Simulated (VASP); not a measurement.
Here is the system:

```
TaC
1.0
    0.00000     2.27338     2.27338
    2.27338     0.00000     2.27338
    2.27338     2.27338     0.00000
Ta C
1 1
Direct
  0.00000   0.00000   0.00000
  0.50000   0.50000   0.50000
```

Method: PBE GGA with D4 dispersion, VASP's PBE PAW potentials (set 64) (plane waves; VASP). Numerical set-up: 520 eV cut-off, 14×14×14 Γ-centred mesh, first-order Methfessel-Paxton smearing of 0.10 eV, potentials Ta_pv C.

Problem. The job: TaC (rock salt), 2 atoms, PBE-D4, static run, 520 eV, 14×14×14 Γ-centred mesh. Roughly how much core time does it take on a busy server core?

Solution. About 50 core-seconds (one run on a shared machine, a rough figure). It had 104 irreducible k-points, 11 bands, up to 646 plane waves and 14 electronic steps.

The compound is TaC in the rock salt structure. This cell is one point of a volume scan, at 1.06 of the reference volume.
